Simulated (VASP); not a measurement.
All values below come from PBE GGA with D3 dispersion (Becke-Johnson damping), VASP's PBE PAW potentials (set 64) (plane waves; VASP).

VASP input:

**POSCAR**
```
CoAl
1
    2.7612883112     0.0000000000     0.0000000000
    0.0000000000     2.7612883112     0.0000000000
    0.0000000000     0.0000000000     2.7612883112
Al Co
1 1
Direct
  0.5000000000   0.5000000000   0.5000000000
  0.0000000000   0.0000000000   0.0000000000
```

**KPOINTS**
```
K-points
0
Gamma
 13 13 13
```

### INCAR
```
ALGO  =  Normal
EDIFF  =  1E-7
ENCUT  =  520
GGA  =  PE
ISIF  =  2
ISMEAR  =  1
IVDW  =  12
LASPH  =  .TRUE.
LCHARG  =  .FALSE.
LMAXMIX  =  4
LREAL  =  .FALSE.
LWAVE  =  .FALSE.
NELM  =  100
PREC  =  Accurate
SIGMA  =  0.1
SYSTEM  =  CoAl
```

POTCAR, in this order: Al Co (PBE.64 set). Program: vasp_std.

What VASP printed:

**OUTCAR**
```
 ion  position               nearest neighbor table
   1  0.500  0.500  0.500-   2 2.39   2 2.39   2 2.39   2 2.39   2 2.39   2 2.39   2 2.39   2 2.39
  LATTYP: Found a simple cubic cell.
 ALAT       =     2.7612883112
 Subroutine PRICEL returns:
 Original cell was already a primitive cell.
 Subroutine GETGRP returns: Found 48 space group operations
The static configuration has the point symmetry O_h .
The dynamic configuration has the point symmetry O_h .
 Subroutine INISYM returns: Found 48 space group operations
 Subroutine IBZKPT returns following result:
 Found     84 irreducible k-points:

 Following reciprocal coordinates:
            Coordinates               Weight
  0.000000  0.000000  0.000000      1.000000
  0.076923  0.000000  0.000000      6.000000
  0.153846  0.000000  0.000000      6.000000
  0.230769  0.000000  0.000000      6.000000
  0.307692  0.000000  0.000000      6.000000
  0.384615  0.000000  0.000000      6.000000
  0.461538  0.000000  0.000000      6.000000
  0.076923  0.076923  0.000000     12.000000
  0.153846  0.076923  0.000000     24.000000
  0.230769  0.076923  0.000000     24.000000
  0.307692  0.076923  0.000000     24.000000
  0.384615  0.076923  0.000000     24.000000
  0.461538  0.076923  0.000000     24.000000
  0.153846  0.153846  0.000000     12.000000
  0.230769  0.153846  0.000000     24.000000
  0.307692  0.153846  0.000000     24.000000
  0.384615  0.153846  0.000000     24.000000
  0.461538  0.153846  0.000000     24.000000
  0.230769  0.230769  0.000000     12.000000
  0.307692  0.230769  0.000000     24.000000
  0.384615  0.230769  0.000000     24.000000
  0.461538  0.230769  0.000000     24.000000
  0.307692  0.307692  0.000000     12.000000
  0.384615  0.307692  0.000000     24.000000
  0.461538  0.307692  0.000000     24.000000
  0.384615  0.384615  0.000000     12.000000
  0.461538  0.384615  0.000000     24.000000
  0.461538  0.461538  0.000000     12.000000
  0.076923  0.076923  0.076923      8.000000
  0.153846  0.076923  0.076923     24.000000
  0.230769  0.076923  0.076923     24.000000
  0.307692  0.076923  0.076923     24.000000
  0.384615  0.076923  0.076923     24.000000
  0.461538  0.076923  0.076923     24.000000
  0.153846  0.153846  0.076923     24.000000
  0.230769  0.153846  0.076923     48.000000
  0.307692  0.153846  0.076923     48.000000
  0.384615  0.153846  0.076923     48.000000
  0.461538  0.153846  0.076923     48.000000
  0.230769  0.230769  0.076923     24.000000
   k-points           NKPTS =     84   k-points in BZ     NKDIM =     84   number of bands    NBANDS=     10
   number of dos      NEDOS =    301   number of ions     NIONS =      2
   total plane-waves  NPLWV =  13824
   dimension x,y,z NGX =    24 NGY =   24 NGZ =   24
   dimension x,y,z NGXF=    48 NGYF=   48 NGZF=   48
   ions per type =               1   1
   PREC   = accura    normal or accurate (medium, high low for compatibility)
   ISTART =      0    job   : 0-new  1-cont  2-samecut
   ICHARG =      2    charge: 1-file 2-atom 10-const
   ISPIN  =      1    spin polarized calculation?
   LNONCOLLINEAR =      F non collinear calculations
   LSORBIT =      F    spin-orbit coupling
   INIWAV =      1    electr: 0-lowe 1-rand  2-diag
   ENCUT  =  520.0 eV  38.22 Ry    6.18 a.u.   5.13  5.13  5.13*2*pi/ulx,y,z
   NELM   =    100;   NELMIN=  2; NELMDL= -5     # of ELM steps
   EDIFF  = 0.1E-06   stopping-criterion for ELM
   LREAL  =      F    real-space projection
   NLSPLINE    = F    spline interpolate recip. space projectors
   LMAXMIX     =    4 max onsite mixed and CHGCAR
   VOSKOWN=      0    Vosko Wilk Nusair interpolation
...
```

OSZICAR:
```
       N       E                     dE             d eps       ncg     rms          rms(c)
DAV:   1     0.392907145103E+02    0.39291E+02   -0.55688E+03  1688   0.131E+03
DAV:   2    -0.122204884636E+02   -0.51511E+02   -0.48749E+02  1692   0.199E+02
DAV:   3    -0.135461097157E+02   -0.13256E+01   -0.13161E+01  1994   0.416E+01
DAV:   4    -0.135692965936E+02   -0.23187E-01   -0.23176E-01  1950   0.497E+00
DAV:   5    -0.135700426215E+02   -0.74603E-03   -0.74601E-03  1956   0.934E-01    0.133E+01
DAV:   6    -0.155777995458E+02   -0.20078E+01   -0.64602E+01  1856   0.125E+02    0.156E+01
DAV:   7    -0.118925426255E+02    0.36853E+01   -0.28719E+01  1856   0.791E+01    0.202E+00
DAV:   8    -0.118748351744E+02    0.17707E-01   -0.20195E-01  1792   0.429E+00    0.118E+00
DAV:   9    -0.118597450686E+02    0.15090E-01   -0.49604E-02  2046   0.322E+00    0.296E-01
DAV:  10    -0.118593481774E+02    0.39689E-03   -0.14000E-03  2334   0.559E-01    0.156E-01
DAV:  11    -0.118593351875E+02    0.12990E-04   -0.22829E-05  1898   0.441E-02    0.167E-02
DAV:  12    -0.118593305490E+02    0.46385E-05   -0.24488E-05  2004   0.734E-02    0.553E-03
DAV:  13    -0.118593306237E+02   -0.74703E-07   -0.33224E-07  1722   0.573E-03
   1 F= -.12817822E+02 E0= -.12817645E+02  d E =-.530805E-03
```

**OUTCAR**
```
------------------------ aborting loop because EDIFF is reached ----------------------------------------
 Edisp (eV)   -0.95849
  FORCE on cell =-STRESS in cart. coord.  units (eV):
  Direction    XX          YY          ZZ          XY          YZ          ZX
  --------------------------------------------------------------------------------------
  Total       1.80045     1.80045     1.80045     0.00000     0.00000     0.00000
  in kB     137.01106   137.01106   137.01106     0.00000     0.00000     0.00000
  external pressure =      137.01 kB  Pullay stress =        0.00 kB
  volume of cell :       21.05
      direct lattice vectors                 reciprocal lattice vectors
     2.761288311  0.000000000  0.000000000     0.362149797  0.000000000  0.000000000
     0.000000000  2.761288311  0.000000000     0.000000000  0.362149797  0.000000000
     0.000000000  0.000000000  2.761288311     0.000000000  0.000000000  0.362149797
 POSITION                                       TOTAL-FORCE (eV/Angst)
 -----------------------------------------------------------------------------------
      1.38064      1.38064      1.38064         0.000000      0.000000      0.000000
      0.00000      0.00000      0.00000         0.000000      0.000000      0.000000
 -----------------------------------------------------------------------------------
    total drift:                                0.000000      0.000000      0.000000
  FREE ENERGIE OF THE ION-ELECTRON SYSTEM (eV)
  ---------------------------------------------------
  free  energy   TOTEN  =       -12.8178223347 eV

  energy  without entropy=      -12.8172915296  energy(sigma->0) =      -12.81764540
```
(Selected blocks of OUTCAR.)

The compound is CoAl in the CsCl type structure. This cell is one point of a volume scan, at 0.94 of the reference volume. The run is not spin-polarised, so no magnetic state was tried.
